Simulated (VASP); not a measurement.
Data:

```xyz
1
Lattice="0.0000 1.9650 1.9650 1.9650 0.0000 1.9650 1.9650 1.9650 0.0000" Properties=species:S:1:pos:R:3 pbc="T T T"
Al     0.0000     0.0000     0.0000
```

The numbers are results of PBEsol GGA, VASP's PBE PAW potentials (set 64) (plane waves; VASP), not measurements. Run with 520 eV cut-off, 16×16×16 Γ-centred mesh, first-order Methfessel-Paxton smearing of 0.10 eV, potentials Al.

Problem. Give the stress tensor in GPa (positive for a compressed cell).

Solution. 
```
6.22  0.00  0.00
0.00  6.22  0.00
0.00  0.00  6.22
```
The pressure is its mean diagonal, 6.22 GPa.

The compound is Al in the fcc structure. This cell is one point of a volume scan, at 0.94 of the reference volume.
